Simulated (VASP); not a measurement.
Here is the system:

```xyz
2
Lattice="1.8149 -3.1436 0.0000 1.8149 3.1436 0.0000 0.0000 0.0000 5.5908" Properties=species:S:1:pos:R:3 pbc="T T T"
Dy     1.8149     1.0479     1.3977
Dy     1.8149    -1.0479     4.1931
```

The numbers are results of PBE GGA, VASP's PBE PAW potentials (set 64) (plane waves; VASP), not measurements. Run with 480 eV cut-off, 10×10×6 Γ-centred mesh, first-order Methfessel-Paxton smearing of 0.10 eV, potentials Dy_3.

The 4f electrons are frozen in the core of the lanthanide potential, so 4f levels, which can set the real gap, and their magnetism are missing.

Each relaxation starts from this cell; other phases were not tried.

### Question
The cell is relaxed at 5 GPa. What happens?

### Answer
The volume per atom goes from 31.90 to 28.77 Å³ (-9.8 %), and the cell becomes a = b = 3.489 Å, c = 5.457 Å, α = β = 90.00°, γ = 120.00°, space group P6_3/mmc.

### Question
The cell is relaxed at 30 GPa. What happens?

### Answer
The volume per atom goes from 31.90 to 21.32 Å³ (-33.2 %), and the cell becomes a = b = 3.107 Å, c = 5.102 Å, α = β = 90.00°, γ = 120.00°, space group P6_3/mmc.

Failed runs are left out, and for metals the shear rows, which the mesh's noise covers.

The compound is Dy in the hcp structure.
